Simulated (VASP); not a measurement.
Consider the following.

```
CELL_PARAMETERS angstrom
      0.00000     2.28594     2.28594
      2.28594     0.00000     2.28594
      2.28594     2.28594     0.00000
ATOMIC_POSITIONS crystal
  Na 0.00000 0.00000 0.00000
  F  0.50000 0.50000 0.50000
```

Calculation: r2SCAN meta-GGA, VASP's PBE PAW potentials (set 64) (plane waves; VASP). Numerical set-up: 600 eV cut-off, 10×10×10 Γ-centred mesh, Gaussian smearing of 0.050 eV, potentials Na_pv F.

Each row applies one change to this cell, which was relaxed at other settings and keeps the small stress of the first row; at a fixed cut-off the stress holds a Pulay part, so it need not integrate to ΔE exactly. Stress is in GPa, positive when the cell is compressed; gaps are those on the k-mesh, and 0.00 means metallic.

| change | ΔE (meV/atom) | σxx | σyy | σzz | largest shear component, with its sign (GPa) | gap (eV) |
|---|---|---|---|---|---|---|
| none | 0.0 | 0.06 | 0.06 | 0.06 | 0.00 | 7.41 |
| isotropic strain of -1.0 % | 2.8 | 1.89 | 1.89 | 1.89 | 0.00 | 7.59 |
| uniaxial strain of -4.0 % along x | 10.2 | 6.76 | 0.90 | 0.90 | 0.00 | 7.64 |
| shear strain γ_xy = -1.5 % | 0.2 | 0.04 | 0.04 | 0.04 | 0.44 | 7.38 |
| isotropic strain of +2.0 % | 5.6 | -2.90 | -2.90 | -2.90 | 0.00 | 7.07 |

Failed runs are left out, and for metals the shear rows, which the mesh's noise covers.

The compound is NaF in the rock salt structure.
